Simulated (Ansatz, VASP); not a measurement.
# SnSe: VASP beside Ansatz, part 2 of 2

One calculation is typed for both programs; each brings its own data sets and cutoff. How far apart do they land?

VASP 6.6.1 and Ansatz 0.2.0.

So far. Step 4 (Side by side): The walks stopped with 0.00 GPa left in Ansatz and 0.03 GPa in VASP; each walk ends within a tolerance, so the volume difference is uncertain by about these residues over the bulk modulus, most in soft cells.

### 5. VASP: relaxation of cell and atoms, r2SCAN, spin-orbit coupling

Level of this step: r2SCAN, spin-orbit coupling; plane waves and PAW (Sn_d, Se) (VASP).

The relaxed volume is the usual yardstick between codes: its relative difference is about their pressure difference at one cell divided by the bulk modulus.

Contents of INCAR:

```
SYSTEM = SnSe
PREC = Accurate
ENCUT = 400
EDIFF = 1E-06
NELM = 100
ISMEAR = -1
SIGMA = 0.05
LREAL = .FALSE.
ALGO = Normal
METAGGA = R2SCAN
LASPH = .TRUE.
LNONCOLLINEAR = .TRUE.
MAGMOM = 0 0 0 0 0 0
NBANDS = 32
GGA_COMPAT = .FALSE.
LSORBIT = .TRUE.
LORBIT = 11
LWAVE = .FALSE.
LCHARG = .FALSE.
KPAR = 2
IBRION = 2
NSW = 60
ISIF = 3
EDIFFG = -0.01
```

Contents of POSCAR:

```
SnSe
1.0
    0.0000000000      3.0100000000      3.0100000000
    3.0100000000      0.0000000000      3.0100000000
    3.0100000000      3.0100000000      0.0000000000
Sn Se
1 1
Direct
    0.0000000000      0.0000000000      0.0000000000
    0.5000000000      0.5000000000      0.5000000000
```

Contents of KPOINTS:

```
Automatic mesh
0
Gamma
6 6 6
0 0 0
```

PAW data sets: Sn_d and Se (PBE family, release 64).

Launch:

```sh
$ mpirun -np 2 vasp_ncl
```

Numbers of over 12 decimals in the logs are rounded to 6 here.

The program printed:

```text
[banner, memory and clock lines left out]
running    2 mpi-ranks, on    1 nodes
[...]
[... a notice as in an earlier step ...]

 LDA part: xc-table for (None), standard interpolation
 POSCAR, INCAR and KPOINTS ok, starting setup
[...]
entering main loop
       N       E                     dE             d eps       ncg     rms          rms(c)
DAV:   1     0.139416365312E+03    0.13942E+03   -0.80707E+03  1104   0.139E+03
DAV:   2    -0.194197771846E+02   -0.15884E+03   -0.15167E+03  1048   0.415E+02
DAV:   3    -0.424077629727E+02   -0.22988E+02   -0.22568E+02  1264   0.135E+02
DAV:   4    -0.433809272714E+02   -0.97316E+00   -0.97221E+00  1160   0.309E+01
[...]
DAV:  11    -0.399492840928E+02   -0.30861E-04   -0.94967E-05  1264   0.125E-01    0.191E-02
DAV:  12    -0.399492961515E+02   -0.12059E-04   -0.21337E-05  1152   0.392E-02    0.962E-03
DAV:  13    -0.399492957362E+02    0.41525E-06   -0.76707E-06  1336   0.390E-02
[...]
DAV:   7    -0.399499773879E+02    0.49103E-06   -0.11331E-06  1000   0.104E-02
   2 F= -.39949977E+02 E0= -.39949934E+02  d E =-.681652E-03  mag=    -0.0000     0.0000     0.0000
 trial-energy change:   -0.000682  1 .order   -0.000732   -0.002175    0.000712
 step:   0.7331(harm=  0.7534)  dis= 0.00000  next Energy=   -39.950073 (dE=-0.778E-03)
[...]
N       E                     dE             d eps       ncg     rms          rms(c)
DAV:   1    -0.399518232767E+02   -0.18454E-02   -0.39224E-02  1240   0.304E+00    0.241E-01
DAV:   2    -0.399504280668E+02    0.13952E-02   -0.25025E-03  1312   0.729E-01    0.107E-01
DAV:   3    -0.399500923689E+02    0.33570E-03   -0.10106E-03  1328   0.478E-01    0.223E-02
DAV:   4    -0.399500816292E+02    0.10740E-04   -0.42854E-05  1144   0.641E-02    0.137E-02
DAV:   5    -0.399500785260E+02    0.31032E-05   -0.23667E-06  1168   0.118E-02    0.684E-03
DAV:   6    -0.399500768317E+02    0.16943E-05   -0.76448E-07   848   0.767E-03    0.265E-03
DAV:   7    -0.399500769716E+02   -0.13989E-06   -0.13002E-07   592   0.392E-03
   3 F= -.39950077E+02 E0= -.39950028E+02  d E =-.781235E-03  mag=    -0.0000     0.0000    -0.0000
[...]
reached required accuracy - stopping structural energy minimisation
```

Parts of OUTCAR (step 5):

```text
  Total        0.0028526      0.0028526      0.0028526     -0.0000000      0.0000000     -0.0000000
  in kB        0.0845720      0.0845720      0.0845720     -0.0000000      0.0000000     -0.0000000
  external PRESSURE =       0.0845720 kB  Pullay stress =       0.0000000 kB

 POSITION                                       TOTAL-FORCE (eV/Angst)
 -----------------------------------------------------------------------------------
      0.00000      0.00000      0.00000         0.000000      0.000000      0.000000
      3.00077      3.00077      3.00077        -0.000000     -0.000000     -0.000000
 -----------------------------------------------------------------------------------
    total drift:                               -0.000000      0.000000      0.000000

  FREE ENERGIE OF THE ION-ELECTRON SYSTEM (eV)
  ---------------------------------------------------
  free  energy   TOTEN  =       -39.9500769716 eV

  energy  without entropy=      -39.9499781577  energy(sigma->0) =      -39.95002756

 magnetization (x)
# of ion       s       p       d       tot
------------------------------------------
    1        0.000   0.000  -0.000   0.000
    2       -0.000   0.000  -0.000  -0.000
--------------------------------------------------
tot          0.000   0.000  -0.000   0.000

 magnetization (y)
# of ion       s       p       d       tot
------------------------------------------
    1       -0.000   0.000  -0.000   0.000
    2        0.000   0.000  -0.000   0.000
--------------------------------------------------
tot         -0.000   0.000  -0.000   0.000

 magnetization (z)
# of ion       s       p       d       tot
------------------------------------------
    1        0.000  -0.000   0.000   0.000
    2        0.000  -0.000  -0.000   0.000
--------------------------------------------------
tot          0.000  -0.000   0.000   0.000

[... 1 part as in an earlier step ...]

[... 3 further parts left out ...]
[key lines of the parts left out:]
E-fermi :   6.0263
```

### 6. Ansatz: relaxation of cell and atoms, r2SCAN, spin-orbit coupling

The same cell, functional, mesh and smearing now go to Ansatz, which takes its cutoff from its data sets.

Contents of input.yaml:

```yaml
crystal:
  lattice:
    - [0.0, 3.01, 3.01]
    - [3.01, 0.0, 3.01]
    - [3.01, 3.01, 0.0]
  atoms:
    - { symbol: Sn, position: [0.0, 0.0, 0.0] }
    - { symbol: Se, position: [0.5, 0.5, 0.5] }
hamiltonian:
  xc: r2scan
  pseudopotentials: { kind: paw_fr }
magnetization:
  noncollinear: true
  spin_orbit: true
kpoints:
  mp_grid: { grid: [6, 6, 6] }
scf:
  occupations: { method: fermi_dirac, width: 0.05 }
relax:
  f_tol: 0.01
  max_steps: 60
  cell: { stress_tol: 0.05 }
output:
  forces: true
  stress: true
```

Launch:

```sh
$ ansatz run input.yaml --threads 4 --pin off --max-ram 9216MiB --backend cpu --events-out ev --progress --plain --runs-dir out
```

The program printed:

```text
[...]
non-collinear run that drives no moment, with spin-orbit: no starting moment large enough to seed its density (crystal.atoms[].spin), no starting occupations that ask for one, no magnetisation constraint and no magnetic field, so the semilocal B_xc is pinned to zero
Crystal: 2 atoms, lattice volume = 54.542 Å³
[...]
-0.000000      -0.003891      -0.000000
       -0.000000      -0.000000      -0.003891
  P = ⅓ Tr σ = -0.0039 GPa (-0.039 kbar)
--- Relaxed structure (3 steps of the walk, 3 accepted, 1 SCFs on fresh bases) ---
[...]
cell:  # Å, volume = 54.0515 Å³
    - [0, 3.000953, 3.000953]
    - [3.000953, 0, 3.000953]
    - [3.000953, 3.000953, 0]
  atoms:
    - { symbol: Sn, position: [0, 0, 0] }
    - { symbol: Se, position: [0.5, 0.5, 0.5] }
[key lines of the parts left out:]
SCF converged after 5 iterations
Magnetization: |M| = 0.0000 μB,  M = (+0.0000, +0.0000, +0.0000) μB
Free energy (F): -11504.097539 eV
Fermi energy:    9.550527 eV
```

Wall time 15 s (4 threads of Arm Neoverse V1, shared host); peak memory 0.75 GiB.

### 7. Differences

What differs besides the data sets and the points named for the pairs above, as far as they apply: spin-orbit coupling enters by fully relativistic files in Ansatz and inside the spheres in VASP; the data sets hold 30 valence electrons in Ansatz (fully relativistic PAW (standard-fr) files) and 20 in VASP. Total energies have different zeros and are not compared.

The two programs side by side:

| quantity | Ansatz | VASP | difference |
| --- | --- | --- | --- |
| volume (Å³) | 54.05 | 54.04 | +0.02 % |
| edge a after relaxation, in the typed setting (Å) | 4.244 | 4.244 | +0.01 % |

The walks stopped with 0.00 GPa left in Ansatz and 0.01 GPa in VASP; each walk ends within a tolerance, so the volume difference is uncertain by about these residues over the bulk modulus, most in soft cells.

### 8. Results

| Quantity | Value |
| --- | --- |
| difference in volume (relaxation of cell and atoms, r2SCAN) | 0.074 % |
| difference in volume (relaxation of cell and atoms, r2SCAN, spin-orbit coupling) | 0.018 % |

The difference in volume is 0.074 % (relaxation of cell and atoms, r2SCAN), within the 1.2 % picked in this series as the mark of a large difference, as far as the stopping tolerances let one tell. How closely two codes agree says nothing of how well the functional describes the real material.

[Lines on the potential files, build, host, timing and source positions are cut from VASP's logs without a mark.]

[Logs are printed without paths, hosts, clocks, repeated set-up lines and the standing remarks that a program may print on its own settings, such as how far it seeks lower states.]

[Hosts, paths, dates, database ids (printed as entryN), source tags and the programs' standing remarks are cut or masked in the printed files.]
